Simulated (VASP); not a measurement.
Consider the following.

```xyz
3
Lattice="1.9174 -3.3210 0.0000 1.9174 3.3210 0.0000 0.0000 0.0000 6.2912" Properties=species:S:1:pos:R:3 pbc="T T T"
Pt     0.0000     0.0000     0.0000
Se     1.9174     1.1070     1.3337
Se     1.9174    -1.1070     4.9575
```

All values below come from PW91 GGA, VASP's PBE PAW potentials (set 64) (plane waves; VASP). Settings: 520 eV cut-off, 7×7×4 Γ-centred mesh, Gaussian smearing of 0.050 eV, potentials Pt Se.

Without a dispersion term in the relaxation, distances and binding between the weakly bound layers, chains or molecules are unreliable, and so is what depends on them.

**Question.** The ions and cell shape at fixed volume are relaxed. Give the cell that the relaxation ends in.

**Answer.** 
```xyz
3
Lattice="1.8782 -3.2532 0.0000 1.8782 3.2532 0.0000 0.0000 0.0000 6.5563" Properties=species:S:1:pos:R:3 pbc="T T T"
Pt     0.0000     0.0000     0.0000
Se     1.8782     1.0844     1.3108
Se     1.8782    -1.0844     5.2454
```
Space group P-3m1 (164), at a tolerance of 0.03 Å.

**Question.** How much energy does the relaxation gain?

**Answer.** The energy (σ→0) changes by -23.7 meV/atom, in 8 ionic steps.

The compound is PtSe2 in the 1T layered structure. This cell is one point of a volume scan, at 1.06 of the reference volume. Symmetry was kept, so distortions that lower it aren't found.
